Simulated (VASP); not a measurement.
```
ZrC
1.0
    0.00000     2.32944     2.32944
    2.32944     0.00000     2.32944
    2.32944     2.32944     0.00000
Zr C
1 1
Direct
  0.00000   0.00000   0.00000
  0.50000   0.50000   0.50000
```

These are SCAN meta-GGA, VASP's PBE PAW potentials (set 64) (plane waves; VASP 6.6.1) values and carry that method's errors. Numerical set-up: 520 eV cut-off, 13×13×13 Γ-centred mesh, first-order Methfessel-Paxton smearing of 0.10 eV, potentials Zr_sv C.

Question: Give the stress tensor in GPa (positive for a compressed cell).

Answer: 
```
7.49  0.00  0.00
0.00  7.49  0.00
0.00  0.00  7.49
```
The pressure is its mean diagonal, 7.49 GPa.

The compound is ZrC in the rock salt structure. This cell is one point of a volume scan, at 0.97 of the reference volume.
